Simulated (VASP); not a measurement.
# InB3 (Pm-3m) in VASP: a series of runs

The runs below take InB3 through relaxation of cell and atoms, with PBE, PBEsol.

Everything below comes from runs of VASP 6.6.1. Logs are shortened: lines on timing, memory, paths and dates and some standing lists are left out, and cuts for length are marked.

## Step 1: The crystal as given

The structure is cubic, space group Pm-3m (No. 221). Conventional cell: a = 3.584 Å, b = 3.584 Å, c = 3.584 Å, α = 90.00°, β = 90.00°, γ = 90.00°. In (site symmetry m-3m) is surrounded by 12 B at 2.53 Å. Around B (site symmetry 4/mmm) lie 4 In at 2.53 Å and 8 B at 2.53 Å.

The cell was built by a generator and needn't be a form met in nature.

## Step 2: Relaxation of cell and atoms, PBE

INCAR reads:

```
SYSTEM = InB3
PREC = Accurate
ENCUT = 600
EDIFF = 1E-6
ISMEAR = 0
SIGMA = 0.05
LREAL = .False.
LASPH = .True.
NELM = 60
ALGO = Normal
ISIF = 3
LWAVE = .False.
LCHARG = .False.
GGA = PE
IBRION = 2
NSW = 40
EDIFFG = -0.005
```

KPOINTS reads:

```
Automatic mesh
0
Gamma
  8 8 8
  0 0 0
```

POSCAR reads:

```
InB3
1.0
    3.5840100000      0.0000000000      0.0000000000
    0.0000000000      3.5840100000      0.0000000000
    0.0000000000      0.0000000000      3.5840100000
In B
1 3
Direct
    0.0000000000      0.0000000000      0.0000000000
    0.0000000000      0.5000000000      0.5000000000
    0.5000000000      0.0000000000      0.5000000000
    0.5000000000      0.5000000000      0.0000000000
```

Potentials or basis: VASP PAW PBE potentials, release 64 (In_d, B).

Started as:

```sh
cat potpaw_PBE.64/In_d/POTCAR potpaw_PBE.64/B/POTCAR > POTCAR
mpirun -np 1 vasp_std > vasp.out
```

OUTCAR:

```text
SYSTEM = InB3
   PREC = Accurate
   ENCUT = 600
   EDIFF = 1E-6
   ISMEAR = 0
   LREAL = .False.
   LASPH = .True.
   NELM = 60
   ISIF = 3
   GGA = PE
   IBRION = 2
   NSW = 40
   EDIFFG = -0.005

 ion  position               nearest neighbor table
   1  0.000  0.000  0.000-   2 2.53   3 2.53   4 2.53   2 2.53   3 2.53   2 2.53   4 2.53   2 2.53
                             3 2.53   4 2.53   3 2.53   4 2.53
   2  0.000  0.500  0.500-   1 2.53   1 2.53   1 2.53   1 2.53
   3  0.500  0.000  0.500-   1 2.53   1 2.53   1 2.53   1 2.53
   4  0.500  0.500  0.000-   1 2.53   1 2.53   1 2.53   1 2.53

  LATTYP: Found a simple cubic cell.
 ALAT       =     3.5840100000

  Lattice vectors:

 A1 = (   3.5840100000,   0.0000000000,   0.0000000000)
 A2 = (   0.0000000000,   3.5840100000,   0.0000000000)
 A3 = (   0.0000000000,   0.0000000000,   3.5840100000)

Analysis of symmetry for initial positions (statically):
=====================================================================
 Subroutine PRICEL returns:
 Original cell was already a primitive cell.

 Routine SETGRP: Setting up the symmetry group for a
 simple cubic supercell.

 Subroutine GETGRP returns: Found 48 space group operations
 (whereof 48 operations were pure point group operations)
 out of a pool of 48 trial point group operations.

The static configuration has the point symmetry O_h .

Analysis of symmetry for dynamics (positions and initial velocities):
=====================================================================
 Subroutine PRICEL returns:
 Original cell was already a primitive cell.

 Routine SETGRP: Setting up the symmetry group for a
 simple cubic supercell.

 Subroutine GETGRP returns: Found 48 space group operations
 (whereof 48 operations were pure point group operations)
 out of a pool of 48 trial point group operations.

The dynamic configuration has the point symmetry O_h .

 Subroutine INISYM returns: Found 48 space group operations
 (whereof 48 operations are pure point group operations),
 and found     1 'primitive' translations

----------------------------------------------------------------------------------------

                                     Primitive cell

  volume of cell :      46.0371

  direct lattice vectors                    reciprocal lattice vectors
     3.584010000  0.000000000  0.000000000     0.279017079  0.000000000  0.000000000
     0.000000000  3.584010000  0.000000000     0.000000000  0.279017079  0.000000000
     0.000000000  0.000000000  3.584010000     0.000000000  0.000000000  0.279017079

  length of vectors
     3.584010000  3.584010000  3.584010000     0.279017079  0.279017079  0.279017079

  position of ions in fractional coordinates (direct lattice)
     0.000000000  0.000000000  0.000000000
     0.000000000  0.500000000  0.500000000
     0.500000000  0.000000000  0.500000000
     0.500000000  0.500000000  0.000000000

  ion indices of the primitive-cell ions
   primitive index   ion index
                 1           1
                 2           2
                 3           3
                 4           4

----------------------------------------------------------------------------------------

 KPOINTS: Automatic mesh

Automatic generation of k-mesh.
 Grid dimensions read from file:
 generate k-points for:    8    8    8

 Generating k-lattice:

  Cartesian coordinates                     Fractional coordinates (reciprocal lattice)
     0.034877135  0.000000000  0.000000000     0.125000000  0.000000000  0.000000000
     0.000000000  0.034877135  0.000000000     0.000000000  0.125000000  0.000000000
     0.000000000  0.000000000  0.034877135     0.000000000  0.000000000  0.125000000

  Length of vectors
     0.034877135  0.034877135  0.034877135

  Shift w.r.t. Gamma in fractional coordinates (k-lattice)
     0.000000000  0.000000000  0.000000000

 Subroutine IBZKPT returns following result:
 ===========================================

 Found     35 irreducible k-points:

 Following reciprocal coordinates:
            Coordinates               Weight
  0.000000  0.000000  0.000000      1.000000
  0.125000  0.000000  0.000000      6.000000
  0.250000  0.000000  0.000000      6.000000
  0.375000  0.000000  0.000000      6.000000
  0.500000  0.000000  0.000000      3.000000
  0.125000  0.125000  0.000000     12.000000
[... 16 lines left out ...]
  0.375000  0.375000  0.125000     24.000000
  0.500000  0.375000  0.125000     24.000000
 [... further k-points ...]
   k-points           NKPTS =     35   k-points in BZ     NKDIM =     35   number of bands    NBANDS=     15
   number of dos      NEDOS =    301   number of ions     NIONS =      4
   total plane-waves  NPLWV =  27000
   dimension x,y,z NGX =    30 NGY =   30 NGZ =   30
   dimension x,y,z NGXF=    60 NGYF=   60 NGZF=   60
   ions per type =               1   3
   NGX,Y,Z   is equivalent  to a cutoff of  13.92, 13.92, 13.92 a.u.
   NGXF,Y,Z  is equivalent  to a cutoff of  27.83, 27.83, 27.83 a.u.
 SYSTEM =  InB3
   PREC   = accura    normal or accurate (medium, high low for compatibility)
   ISTART =      0    job   : 0-new  1-cont  2-samecut
   ICHARG =      2    charge: 1-file 2-atom 10-const
   ISPIN  =      1    spin polarized calculation?
   LNONCOLLINEAR =      F non collinear calculations
   LSORBIT =      F    spin-orbit coupling
   LASPH  =      T    aspherical Exc in radial PAW
   ENCUT  =  600.0 eV  44.10 Ry    6.64 a.u.   7.16  7.16  7.16*2*pi/ulx,y,z
   NELM   =     60;   NELMIN=  2; NELMDL= -5     # of ELM steps
   EDIFF  = 0.1E-05   stopping-criterion for ELM
   LREAL  =      F    real-space projection
   EDIFFG = -.5E-02   stopping-criterion for IOM
   NSW    =     40    number of steps for IOM
   IBRION =      2    ionic relax: 0-MD 1-quasi-New 2-CG
   NFREE  =      1    steps in history (QN), initial steepest desc. (CG)
   ISIF   =      3    stress and relaxation
   ISYM   =      2    0-nonsym 1-usesym 2-fastsym
   POTIM  = 0.5000    time-step for ionic-motion
   TEBEG  =    0.0;   TEEND  =   0.0 temperature during run
   PSTRESS=    0.0 pullay stress
   NELECT =      22.0000    total number of electrons
   NUPDOWN=      -1.0000    fix difference up-down
   EMIN   =  10.00;   EMAX   =-10.00  energy-range for DOS
   EFERMI =   0.00;   METHOD = LEGACY
   ISMEAR =     0;   SIGMA  =   0.05  broadening in eV -4-tet -1-fermi 0-gaus
   EFERMI_NEDOS =   21; number of points for ismear=-14 and -15
   IALGO  =     38    algorithm
   IMIX   =      4    mixing-type and parameters
     AMIX     =   0.40;   BMIX     =  1.00
     AMIX_MAG =   1.60;   BMIX_MAG =  1.00
  volume/ion in A,a.u.               =      11.51        77.67
  Fermi-wavevector in a.u.,A,eV,Ry     =   1.279911  2.418681 22.288693  1.638173
  Thomas-Fermi vector in A             =   2.412369
   LORBIT       =      0    0 simple, 1 ext, 2 COOP (PROOUT), +10 PAW based schemes
   GGA     = PE    functional components
   LHFCALC =     F    Hartree Fock is set to
   AEXX    =    0.0000 exact exchange contribution
   IVDW    =     0    specifies the selected vdW correction
   LEPSILON=     F    determine dielectric tensor
   LRPA    =     F    only Hartree local field effects (RPA)
 conjugate gradient relaxation of ions
 non-spin polarized calculation
 Gauss-broadening in eV      SIGMA  =   0.05
  energy-cutoff  :      600.00
  volume of cell :       46.04
 maximum number of plane-waves:      1568
 NGX is ok and might be reduce to    30
   NGX = 15   NGY = 15   NGZ = 15

--------------------------------------- Ionic step        1  -------------------------------------------

 number of electron      22.0000005 magnetization

 Free energy of the ion-electron system (eV)
  ---------------------------------------------------
  ext. energy  EPLUGINS =         0.00000000
  ---------------------------------------------------
  free energy    TOTEN  =       -14.49898449 eV

  energy without entropy =      -14.49710578  energy(sigma->0) =      -14.49804513

------------------------ aborting loop because EDIFF is reached ----------------------------------------

  FORCE on cell =-STRESS in cart. coord.  units (eV):
  Direction    XX          YY          ZZ          XY          YZ          ZX
  --------------------------------------------------------------------------------------
  -------------------------------------------------------------------------------------
  Total        0.2042609      0.2042609      0.2042609      0.0000000     -0.0000000      0.0000000
  in kB        7.1086658      7.1086658      7.1086658      0.0000000     -0.0000000      0.0000000
  external PRESSURE =       7.1086658 kB  Pullay stress =       0.0000000 kB
[... 61 lines left out ...]
  energy  without entropy=      -14.4980761266  energy(sigma->0) =      -14.49883064

--------------------------------------- Ionic step        3  -------------------------------------------

 number of electron      22.0000003 magnetization

 Free energy of the ion-electron system (eV)
  ---------------------------------------------------
  ext. energy  EPLUGINS =         0.00000000
  ---------------------------------------------------
  free energy    TOTEN  =       -14.49960710 eV

  energy without entropy =      -14.49804038  energy(sigma->0) =      -14.49882374

 E-fermi :   7.8191     XC(G=0): -11.5135

 val. band max:        7.7934720985   @ k =   0.5000   0.5000   0.2500
 cond. band min:       7.8544433604   @ k =   0.5000   0.2500   0.0000
 fundamental gap:      0.0609712618
 Fermi energy:         7.8191118870

 k-point     1 :       0.0000    0.0000    0.0000
  band No.  band energies     occupation
      1      -7.0232      2.00000
      2      -7.0232      2.00000
      3      -6.7434      2.00000
      4      -6.7434      2.00000
      5      -6.7434      2.00000
      6      -5.4005      2.00000
      7       3.9819      2.00000
      8       3.9819      2.00000
      9       3.9819      2.00000
     10       5.9623      2.00000
     11       5.9623      2.00000
     12       8.8389      0.00000
     13      10.5924      0.00000
     14      10.5924      0.00000
     15      10.5924      0.00000
[... 397 lines left out ...]
 k-point    24 :       0.5000    0.3750    0.1250
  band No.  band energies     occupation
      1      -7.0722      2.00000
      2      -6.8931      2.00000
      3      -6.8843      2.00000
      4      -6.8692      2.00000
      5      -6.6727      2.00000
      6      -0.9820      2.00000
      7      -0.8674      2.00000
      8       1.8358      2.00000
      9       1.8602      2.00000
     10       6.3956      2.00000
     11       7.0230      2.00000
     12       8.6041      0.00000
     13      10.4326      0.00000
     14      10.9526      0.00000
     15      11.1852      0.00000

 [... further k-points ...]

------------------------ aborting loop because EDIFF is reached ----------------------------------------

  FORCE on cell =-STRESS in cart. coord.  units (eV):
  Direction    XX          YY          ZZ          XY          YZ          ZX
  --------------------------------------------------------------------------------------
  -------------------------------------------------------------------------------------
  Total        0.0054461      0.0054461      0.0054461     -0.0000000     -0.0000000      0.0000000
  in kB        0.1883676      0.1883676      0.1883676     -0.0000000     -0.0000000      0.0000000
  external PRESSURE =       0.1883676 kB  Pullay stress =       0.0000000 kB
[... 19 lines left out ...]
  FREE ENERGIE OF THE ION-ELECTRON SYSTEM (eV)
  ---------------------------------------------------
  free  energy   TOTEN  =       -14.4996071020 eV

  energy  without entropy=      -14.4980403761  energy(sigma->0) =      -14.49882374

 reached required accuracy - stopping structural energy minimisation
```

Run time: 77 s. Hardware: 1 thread of Intel Xeon Platinum 8488C (Sapphire Rapids), shared host; peak memory 0.19 GiB.

Results:

```yaml
Free_energy: -14.4996 eV
Relaxed_volume: 11.58 Å³/atom
Relaxed_cell: a = 3.591 Å, b = 3.591 Å, c = 3.591 Å, α = 90.00°, β = 90.00°, γ = 90.00°
Space_group_after_relaxing_to_0.05_Å: Pm-3m (No. 221)
Energy_gained_by_relaxing: 0.2 meV/atom
Ionic_steps: 3
Pressure_after_relaxing: 0.0 GPa
Band_gap_on_the_k_mesh: none (metal or under the smearing width)
```

Step by step:
| step | energy change (eV) | largest force (eV/Å) | pressure (GPa) | volume (Å³) |
| --- | --- | --- | --- | --- |
| 1 | 0.0000 | 0.0000 | 0.71 | 46.04 |
| 2 | -0.0006 | 0.0000 | -0.13 | 46.38 |
| 3 | -0.0006 | 0.0000 | 0.02 | 46.32 |

Final structure:
```
CELL_PARAMETERS angstrom
3.59139 0.00000 0.00000
0.00000 3.59139 0.00000
0.00000 0.00000 3.59139
ATOMIC_POSITIONS crystal
In 0.00000 0.00000 0.00000
B 0.00000 0.50000 0.50000
B 0.50000 0.00000 0.50000
B 0.50000 0.50000 0.00000
```

## Step 3: Relaxation of cell and atoms, PBEsol

INCAR reads:

```
PREC = Accurate
ENCUT = 600
EDIFF = 1E-6
ISMEAR = 0
SIGMA = 0.05
LREAL = F
LASPH = T
NELM = 60
ALGO = Fast
ISIF = 3
LWAVE = F
LCHARG = F
GGA = PS
IBRION = 2
NSW = 40
EDIFFG = -0.01
```

KPOINTS reads:

```
Automatic mesh
0
Gamma
  8 8 8
```

POSCAR is that of step 2.

Potentials or basis: VASP PAW PBE potentials, release 64 (In_d, B).

Started as:

```sh
cat potpaw_PBE.64/In_d/POTCAR potpaw_PBE.64/B/POTCAR > POTCAR
mpirun -np 1 vasp_std > vasp.out
```

Run time: 2.1 min. Hardware: 1 thread of Intel Xeon Platinum 8488C (Sapphire Rapids), shared host; peak memory 0.19 GiB.

Results (log left out):

```yaml
Free_energy: -16.1351 eV
Relaxed_volume: 11.19 Å³/atom
Relaxed_cell: a = 3.550 Å, b = 3.550 Å, c = 3.550 Å, α = 90.00°, β = 90.00°, γ = 90.00°
Space_group_after_relaxing_to_0.05_Å: Pm-3m (No. 221)
Energy_gained_by_relaxing: 3.3 meV/atom
Ionic_steps: 3
Pressure_after_relaxing: 0.0 GPa
Band_gap_on_the_k_mesh: none (metal or under the smearing width)
```

The path:
```csv
step,energy change (eV),largest force (eV/Å),pressure (GPa),volume (Å³)
1,0.0000,0.0000,-3.34,46.04
2,-0.0126,0.0000,0.71,44.46
3,-0.0133,0.0000,0.00,44.75
```

Final structure:
```xyz
4
Lattice="3.5502 0.0000 0.0000 0.0000 3.5502 0.0000 0.0000 0.0000 3.5502" Properties=species:S:1:pos:R:3 pbc="T T T"
In    0.0000    0.0000    0.0000
B     0.0000    1.7751    1.7751
B     1.7751    0.0000    1.7751
B     1.7751    1.7751    0.0000
```

Levels at points of the mesh, in eV from the Fermi level:
```tsv
k point	band 8	band 9	band 10	band 11	band 12	band 13	band 14	band 15
(0.00, 0.00, 0.00)	-4.06	-4.06	-1.72	-1.72	1.00	2.79	2.79	2.79
(0.50, 0.00, 0.00)	-1.14	-1.13	-1.13	-0.90	-0.90	1.03	1.62	1.73
(0.50, 0.50, 0.00)	-7.64	-7.33	1.02	1.30	1.30	1.89	1.95	1.95
(0.50, 0.50, 0.50)	-5.91	-5.58	-4.79	-4.79	-4.79	-3.01	6.66	6.66
```

Caveat: the PAW data sets were made with another functional, which shifts forces and pressure a little.

## Step 4: The reference run

An earlier run on the cell as given: functional PBE; potentials or basis VASP PAW PBE potentials, release 64 (In_d, B); cutoff 520 eV; k mesh 8 × 8 × 8; occupations fermi-dirac, width 0.05 eV; no spin polarisation.

- Pressure: 0.5 GPa
- Band gap on the k mesh: none (metal or under the smearing width)

## Step 5: Overview

```tsv
task	level	cell	cutoff (eV)	smearing	gap on the mesh (eV)	pressure (GPa)	relaxed volume (Å³/atom)
relaxation of cell and atoms	PBE	relaxed	600	gaussian 0.05 eV	none	0.0	11.58
relaxation of cell and atoms	PBEsol	relaxed	600	gaussian 0.05 eV	none	0.0	11.19
single point	PBE	as given	520	fermi-dirac 0.05 eV	none	0.5	-
```

Alike in all rows: potentials or basis VASP PAW PBE potentials, release 64 (In_d, B); no spin polarisation; k mesh 8 × 8 × 8.

Caveats: the PAW data sets were made with another functional, which shifts forces and pressure a little (some runs).

Total energies depend on the potentials used, so only differences within one code and one set of settings carry meaning.
